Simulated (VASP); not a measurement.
Calculation: revTPSS meta-GGA, VASP's PBE PAW potentials (set 64) (plane waves; VASP).

VASP ran on this input.

File POSCAR:
```
TiC
1.0
  0.0000000000   2.1400205912   2.1400205912
  2.1400205912   0.0000000000   2.1400205912
  2.1400205912   2.1400205912   0.0000000000
Ti C
1 1
direct
  0.0000000000   0.0000000000   0.0000000000
  0.5000000000   0.5000000000   0.5000000000
```

KPOINTS:
```
kpoints
0
G
  14 14 14
```

### INCAR
```
SYSTEM = TiC
PREC = Accurate
ENCUT = 520
EDIFF = 1E-7
NELM = 100
ALGO = Normal
LREAL = .FALSE.
LASPH = .TRUE.
ISMEAR = 1
SIGMA = 0.1
METAGGA = RTPSS
LMIXTAU = .TRUE.
LMAXMIX = 4
LWAVE = .FALSE.
LCHARG = .FALSE.
ISIF = 2
```

POTCAR, in this order: Ti_sv C (PBE.64 set). Program: vasp_std.

What will the output report for the number of irreducible k-points (NKPTS), largest plane-wave count, number of space-group operations, FFT grid (NGX, NGY, NGZ)?

The number of irreducible k-points (NKPTS) is 104 and the largest plane-wave count is 544. The number of space-group operations is 48. The FFT grid (NGX, NGY, NGZ) comes out as 24 × 24 × 24.

The compound is TiC in the rock salt structure. This cell is one point of a volume scan, at 0.97 of the reference volume.
